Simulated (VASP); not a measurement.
Method: vdW-DF2, VASP's PBE PAW potentials (set 64) (plane waves; VASP).

The input files of a VASP run:

KPOINTS:
```
kpoints
0
G
  7 7 7
```

**INCAR**
```
SYSTEM  =  GaP
PREC  =  Accurate; ENCUT  =  520; LREAL  =  .False.
LASPH  =  .True.
EDIFF  =  1E-6; NELM  =  100; ALGO  =  Normal
LMAXMIX  =  4
ISMEAR  =  0; SIGMA  =  0.05
GGA  =  ML; LUSE_VDW  =  .True.; AGGAC  =  0.0
ZAB_VDW  =  -1.8867
IBRION  =  2; NSW  =  60; ISIF  =  3
EDIFFG  =  -0.01
LWAVE  =  .False.; LCHARG  =  .False.
```

POSCAR:
```
GaP
1.0
  0.0000000000   2.8142035522   2.8142035522
  2.8142035522   0.0000000000   2.8142035522
  2.8142035522   2.8142035522   0.0000000000
Ga P
1 1
Cart
  0.0000000000   0.0000000000   0.0000000000
  1.4071017761   1.4071017761   1.4071017761
```

POTCAR, in this order: Ga_d P (PBE.64 set). Program: vasp_std.

### Question
What will the output report for the number of irreducible k-points (NKPTS), largest plane-wave count, number of space-group operations, FFT grid (NGX, NGY, NGZ)?

### Answer

The number of irreducible k-points (NKPTS) comes out as 20, the largest plane-wave count is 1243 and the number of space-group operations comes out as 24. The FFT grid (NGX, NGY, NGZ) is 30 × 30 × 30.

The compound is GaP in the zinc blende structure. It was relaxed first, which changed the volume by +10 %. The start is the result of an earlier pass.
